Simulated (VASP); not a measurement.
VASP input:

**POSCAR**
```
Sb
1
   -4.0459435972     4.0459435972     2.0387705503
    4.0459435972    -4.0459435972     2.0387705503
    4.0459435972     4.0459435972    -2.0387705503
Sb
4
Direct
  0.3483260929   0.1516739071   0.5000000000
  0.6516739071   0.8483260929   0.5000000000
  0.1516739071   0.6516739071   0.8033478144
  0.8483260929   0.3483260929   0.1966521856
```

### KPOINTS
```
Automatic mesh
0
Gamma
8 8 8
0 0 0
```

INCAR:
```
SYSTEM=Sb
PREC=Accurate; ENCUT=400; LREAL=.FALSE.
LASPH=.TRUE.
EDIFF=1E-6; NELM=100; ALGO=Normal
LMAXMIX=4; LMIXTAU=.TRUE.
ISMEAR=1; SIGMA=0.1
METAGGA=R2SCAN
IBRION=2; NSW=60; ISIF=3
EDIFFG=-0.02
LWAVE=.FALSE.; LCHARG=.FALSE.
```

POTCAR, in this order: Sb (PBE.64 set). Program: vasp_std.

Write an equivalent input for Ansatz.

One equivalent input (not run):
Ansatz 0.2 input:
```yaml
crystal:
  lattice:
    - [-4.0459436, 4.0459436, 2.0387706]
    - [4.0459436, -4.0459436, 2.0387706]
    - [4.0459436, 4.0459436, -2.0387706]
  atoms:
    - { symbol: Sb, position: [0.3483261, 0.1516739, 0.5000000] }
    - { symbol: Sb, position: [0.6516739, 0.8483261, 0.5000000] }
    - { symbol: Sb, position: [0.1516739, 0.6516739, 0.8033478] }
    - { symbol: Sb, position: [0.8483261, 0.3483261, 0.1966522] }
kpoints:
  mp_grid: { grid: [8, 8, 8] }
hamiltonian:
  xc: r2scan
  pseudopotentials: { kind: paw }
scf:
  occupations: { method: methfessel_paxton, width: 0.1 }
  max_iter: 100
relax:
  max_steps: 60
  f_tol: 0.02
  cell: {}
output: { forces: true, stress: true, eigenvalues: true }
```
The two are equivalent in intent, not identical: each code has its own PAW files, so the cut-off isn't converted (ENCUT is set for VASP's; basis.ecutwfc is left out, and Ansatz then takes the one that its files recommend); Ansatz stops its SCF on the density residual and VASP on the energy change (EDIFF).

The structure comes from a computed database's Sb entry (I4/mcm); how it stands against other phases isn't given here. This run relaxes it. Symmetry was kept, so distortions that lower it aren't found. The start is the result of an earlier pass.
